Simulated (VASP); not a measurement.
Crystal: Ca.

```xyz
1
Lattice="0.0000 2.8005 2.8005 2.8005 0.0000 2.8005 2.8005 2.8005 0.0000" Properties=species:S:1:pos:R:3 pbc="T T T"
Ca    0.0000    0.0000    0.0000
```

* Program: VASP 6.6.1
* Task: relaxation of cell and atoms
* Functional: PBE
* Potentials or basis: VASP PAW PBE potentials, release 64 (Ca_sv)
* Cutoff: 600 eV
* k mesh: 14 × 14 × 14
* Occupations: gaussian, width 0.1 eV
* Spin: no spin polarisation

At the start: pressure -0.6 GPa; volume 43.93 Å³/atom.

Q: Where does the relaxation end?

A: Over 3 steps the energy falls by 3.3 meV/atom and the volume is 42.28 Å³/atom (-3.7 %); space group Fm-3m (No. 225, to 0.05 Å).

Step by step:
```csv
step,energy change (eV),largest force (eV/Å),pressure (GPa),volume (Å³)
1,0.0000,0.0000,-0.63,43.93
2,-0.0029,0.0000,-0.23,42.84
3,-0.0033,0.0000,-0.01,42.28
```

Final structure:
```
Ca
1.0
     0.00000    2.76508    2.76508
     2.76508    0.00000    2.76508
     2.76508    2.76508    0.00000
Ca
1
Direct
  0.00000 0.00000 0.00000
```
